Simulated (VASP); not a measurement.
Here is the system:

```xyz
4
Lattice="1.5566 -2.6962 0.0000 1.5566 2.6962 0.0000 0.0000 0.0000 4.9837" Properties=species:S:1:pos:R:3 pbc="T T T"
Al     1.5566    -0.8987     2.4920
Al     1.5566     0.8987     0.0001
N      1.5566    -0.8987     4.3955
N      1.5566     0.8987     1.9037
```

These are PBEsol GGA, VASP's PBE PAW potentials (set 64) (plane waves; VASP) values and carry that method's errors. Numerical set-up: 650 eV cut-off, 7×7×4 Γ-centred mesh, Gaussian smearing of 0.050 eV, potentials Al N.

Problem. Give the elastic stiffness tensor with the ions relaxed (GPa, in the frame of the cell).

Solution. 
```csv
,xx,yy,zz,yz,xz,xy
xx,381,138,108,0.0,0.0,0.0
yy,138,381,108,0.0,0.0,0.0
zz,108,108,357,0.0,0.0,0.0
yz,0.0,0.0,0.0,111,0.0,0.0
xz,0.0,0.0,0.0,0.0,111,0.0
xy,0.0,0.0,0.0,0.0,0.0,122
```

Problem. Estimate the Hill bulk modulus, Hill shear modulus, Young's modulus, Poisson's ratio.

Solution. 
* **Hill bulk modulus**: 202 GPa
* **Hill shear modulus**: 120 GPa
* **Young's modulus**: 300 GPa
* **Poisson's ratio**: 0.253

Measured: C11 410 GPa (computed value off by -7.2 %), C12 148 GPa (computed value off by -7.2 %), C13 98.9 GPa (computed value off by +8.8 %), C33 388 GPa (computed value off by -8.2 %), C44 125 GPa (computed value off by -10.6 %), as given by Oses et al., (2018), arXiv:1811.08464. The calculation is for a static lattice, while the measured C11, C12, C13, C33, C44 hold thermal and zero-point effects, which are part of the difference.

The compound is AlN in the wurtzite structure. It was relaxed first.
